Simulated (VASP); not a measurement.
An input for Quantum ESPRESSO's pw.x (written as the equivalent of a VASP run, and not itself run):

```
&CONTROL
  calculation = 'vc-relax'
  pseudo_dir = './pseudo'
  outdir = './out'
  tprnfor = .true.
  tstress = .true.
  nstep = 60
  forc_conv_thr = 0.00039
/
&SYSTEM
  ibrav = 0
  nat = 2
  ntyp = 2
  ecutwfc = 102
  occupations = 'smearing'
  smearing = 'gaussian'
  degauss = 0.003675
  input_dft = 'vdw-df-ob86'
/
&ELECTRONS
  conv_thr = 7.3e-08
  electron_maxstep = 100
/
&IONS
/
&CELL
/
ATOMIC_SPECIES
  Cd 112.414 Cd.upf
  Te 127.600 Te.upf
CELL_PARAMETERS angstrom
     0.0000000    3.2400000    3.2400000
     3.2400000    0.0000000    3.2400000
     3.2400000    3.2400000    0.0000000
ATOMIC_POSITIONS crystal
  Cd   0.0000000  0.0000000  0.0000000
  Te   0.2500000  0.2500000  0.2500000
K_POINTS automatic
  6 6 6 0 0 0
```

Question: Translate this input to VASP (INCAR, KPOINTS, POSCAR, choice of POTCAR).

Answer: Several could match; the one computed here: 
**POSCAR**
```
CdTe
1
    0.0000000000     3.2400000000     3.2400000000
    3.2400000000     0.0000000000     3.2400000000
    3.2400000000     3.2400000000     0.0000000000
Cd Te
1 1
Direct
  0.0000000000   0.0000000000   0.0000000000
  0.2500000000   0.2500000000   0.2500000000
```

### KPOINTS
```
Automatic mesh
0
Gamma
6 6 6
0 0 0
```

**INCAR**
```
SYSTEM = CdTe
PREC = Accurate; ENCUT = 520; LREAL = .FALSE.
LASPH = .TRUE.
EDIFF = 1E-6; NELM = 100; ALGO = Normal
LMAXMIX = 4
ISMEAR = 0; SIGMA = 0.05
GGA = MK; LUSE_VDW = .TRUE.; AGGAC = 0.0
PARAM1 = 0.1234; PARAM2 = 1.0
IBRION = 2; NSW = 60; ISIF = 3
EDIFFG = -0.01
LWAVE = .FALSE.; LCHARG = .FALSE.
```

POTCAR, in this order: Cd Te (PBE.64 set). Program: vasp_std.

What does not carry over: the potentials are each code's own (VASP's PAW set, PseudoDojo norm-conserving files in pw.x), so ENCUT and ecutwfc are chosen apart and not converted; conv_thr bounds pw.x's estimated SCF error, while EDIFF bounds the energy change between steps; forc_conv_thr acts on force components and is met together with etot_conv_thr.

The compound is CdTe in the zinc blende structure. This run relaxes it. Symmetry was kept, so distortions that lower it aren't found.
